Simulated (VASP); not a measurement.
A convergence study with VASP on ZnS (zinc blende): one setting is varied, all else stays as given below, so the limit is that of these other settings. Each run relaxes cell and ions from the cell shown. The basis is that of the starting cell, so low cut-offs carry a Pulay error.

```xyz
2
Lattice="0.0000 2.7050 2.7050 2.7050 0.0000 2.7050 2.7050 2.7050 0.0000" Properties=species:S:1:pos:R:3 pbc="T T T"
Zn     0.0000     0.0000     0.0000
S      1.3525     1.3525     1.3525
```

Level of theory: PBE GGA, VASP's PBE PAW potentials (set 64) (plane waves; VASP 6.6.1). The tightest run used: 700 eV cut-off, 7×7×7 Γ-centred mesh, Gaussian smearing of 0.050 eV, potentials Zn S.

Gaps are read on the run's mesh, which can miss a band edge.

```json
[
 {"setting": "ENCUT = 200", "relaxed volume (Å³/atom)": "16.916", "E (eV/atom)": "-3.5154", "gap on the mesh (eV)": "2.849", "plane waves": "262"},
 {"setting": "ENCUT = 250", "relaxed volume (Å³/atom)": "19.259", "E (eV/atom)": "-3.4136", "gap on the mesh (eV)": "2.216", "plane waves": "363"},
 {"setting": "ENCUT = 300", "relaxed volume (Å³/atom)": "20.128", "E (eV/atom)": "-3.4236", "gap on the mesh (eV)": "2.018", "plane waves": "489"},
 {"setting": "ENCUT = 350", "relaxed volume (Å³/atom)": "20.151", "E (eV/atom)": "-3.4245", "gap on the mesh (eV)": "2.017", "plane waves": "609"},
 {"setting": "ENCUT = 400", "relaxed volume (Å³/atom)": "20.136", "E (eV/atom)": "-3.4245", "gap on the mesh (eV)": "2.023", "plane waves": "726"}
]
```

Problem. These are the cheaper rows. Estimate the results at ENCUT = 700, and how far the last row shown lies from them.

Solution. 
```csv
quantity,tightest run,last row shown is off by
relaxed volume (Å³/atom),20.210,-0.074
E (eV/atom),-3.4258,0.0013
gap on the mesh (eV),2.009,0.014
```

Left out are rungs that failed or repeat a setting and relaxations that didn't move; long series are thinned to 24 rows.

The compound is ZnS in the zinc blende structure.
